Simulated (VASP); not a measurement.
```
CELL_PARAMETERS angstrom
      0.00000     2.77014     2.77014
      2.77014     0.00000     2.77014
      2.77014     2.77014     0.00000
ATOMIC_POSITIONS crystal
  Rb 0.00000 0.00000 0.00000
  Br 0.50000 0.50000 0.50000
```

These are PBEsol GGA, VASP's PBE PAW potentials (set 64) (plane waves; VASP) values and carry that method's errors. Numerical set-up: 500 eV cut-off, 8×8×8 Γ-centred mesh, Gaussian smearing of 0.050 eV, potentials Rb_sv Br.

Task: Predict the energy per atom (σ→0), pressure, band gap (on the k-mesh) with the smallest direct gap where there is one.

Result: 
The band gap (on the k-mesh) is 3.26 eV. The smallest direct gap (on the k-mesh) comes out as 3.26 eV. The energy per atom (σ→0) comes out as -1.765 eV/atom and the pressure is 45.05 GPa.

The compound is RbBr in the rock salt structure. It was relaxed first under an external pressure of 45 GPa.
